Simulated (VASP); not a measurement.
Energy against volume of MgO (rock salt). Computed with r2SCAN+rVV10, VASP's PBE PAW potentials (set 64) (plane waves; VASP). Numerical set-up: 520 eV cut-off, 11×11×11 Γ-centred mesh, Gaussian smearing of 0.050 eV, potentials Mg O.

```csv
V (Å³/atom),E (eV/atom)
8.622,-7.92418
8.897,-7.93981
9.172,-7.94499
9.448,-7.94116
```

Problem. Fit these four points and predict the energy of the run at 9.723 Å³/atom.

Solution. A cubic in V^(−2/3), the third-order Birch-Murnaghan form, passes through the four points with V0 = 9.19 Å³/atom and B0 = 173 GPa, and gives -7.9296 eV/atom there. The run gave -7.9296 eV/atom, +0.0 meV/atom from the fit; all five points give B0 = 173 GPa.

The compound is MgO in the rock salt structure. It was relaxed first.
